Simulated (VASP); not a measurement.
Crystal: CaO.

```
Ca O
1.0
     0.00000    2.41896    2.41896
     2.41896    0.00000    2.41896
     2.41896    2.41896    0.00000
Ca O
1 1
Direct
  0.00000 0.00000 0.00000
  0.50000 0.50000 0.50000
```

The cell was built by a generator and needn't be a form met in nature.

Program: VASP 6.6.1. Alike in all runs: potentials or basis VASP PAW PBE potentials, release 64 (Ca_sv, O); no spin polarisation; cell as given; cutoff (eV) 520; smearing gaussian 0.02 eV. Hardware: 4 MPI ranks on Intel(R) Xeon(R) Platinum 8259CL CPU @ 2.50GHz (Skylake/Cascade Lake), with other jobs on the host.

Problem. Order these runs on this cell by their wall time, lowest first.
A. task band structure; level PBE; k mesh 10 × 10 × 10
B. task band structure; level HSE06; k mesh 8 × 8 × 8; grid for exact exchange (PRECFOCK) Fast; screening parameter 0.2 1/A
C. task electrostatic potential; level PBE0; k mesh 6 × 6 × 6; grid for exact exchange (PRECFOCK) Fast; exchange at q = 0 default
D. task band structure; level r2SCAN; k mesh 10 × 10 × 10
E. task band structure; level PBE0; k mesh 6 × 6 × 6; grid for exact exchange (PRECFOCK) Fast; exchange at q = 0 truncated

Solution. A (20 s), D (91 s), C (190 s), E (1000 s), B (3500 s).
